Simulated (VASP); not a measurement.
All values below come from RPBE GGA, VASP's PBE PAW potentials (set 64) (plane waves; VASP 6.6.1).

The input files of a VASP run:

KPOINTS:
```
Automatic
0
gamma
 13 13 13
0 0 0
```

**INCAR**
```
# general
SYSTEM   =  CoAl
PREC     =  Accurate
ENCUT    =  520
LREAL    =  .FALSE.
LASPH    =  .TRUE.

# electronic loop
EDIFF    =  1E-7
NELM     =  100
ALGO     =  Normal
LMAXMIX  =  4

# smearing
ISMEAR   =  1
SIGMA    =  0.1

# functional
GGA      =  RP

# ions
ISIF     =  2

# output
LWAVE    =  .FALSE.
LCHARG   =  .FALSE.
```

### POSCAR
```
CoAl
5.8017280
  0.4999999663   0.0000000000   0.0000000000
  0.0000000000   0.4999999663   0.0000000000
  0.0000000000   0.0000000000   0.4999999663
Al Co
1 1
direct
  0.5000000000   0.5000000000   0.5000000000
  0.0000000000   0.0000000000   0.0000000000
```

POTCAR, in this order: Al Co (PBE.64 set). Program: vasp_std.

Estimate the energy per atom (σ→0), pressure, band gap (on the k-mesh).

```
Item                                                         Value
------------------------  ----------------------------------------
energy per atom (σ→0)                               -5.580 eV/atom
band gap (on the k-mesh)  none (metal, semimetal or under 0.01 eV)
pressure                                                 -4.69 GPa
```

**OSZICAR**
```
...
DAV:   8    -0.111734854283E+02   -0.11330E-02   -0.23390E-01  1742   0.422E+00    0.126E+00
DAV:   9    -0.111605636938E+02    0.12922E-01   -0.46604E-02  2020   0.313E+00    0.303E-01
DAV:  10    -0.111601261519E+02    0.43754E-03   -0.15284E-03  2250   0.525E-01    0.131E-01
DAV:  11    -0.111601152632E+02    0.10889E-04   -0.27313E-05  1910   0.523E-02    0.215E-02
DAV:  12    -0.111601124418E+02    0.28214E-05   -0.12648E-05  2054   0.463E-02    0.541E-03
DAV:  13    -0.111601122887E+02    0.15308E-06   -0.26674E-07  1458   0.468E-03    0.223E-03
DAV:  14    -0.111601122559E+02    0.32858E-07   -0.71605E-08   858   0.236E-03
   1 F= -.11160112E+02 E0= -.11160243E+02  d E =0.390744E-03
```

The compound is CoAl in the CsCl type structure. This cell is one point of a volume scan, at 1.03 of the reference volume. The run is not spin-polarised, so no magnetic state was tried.
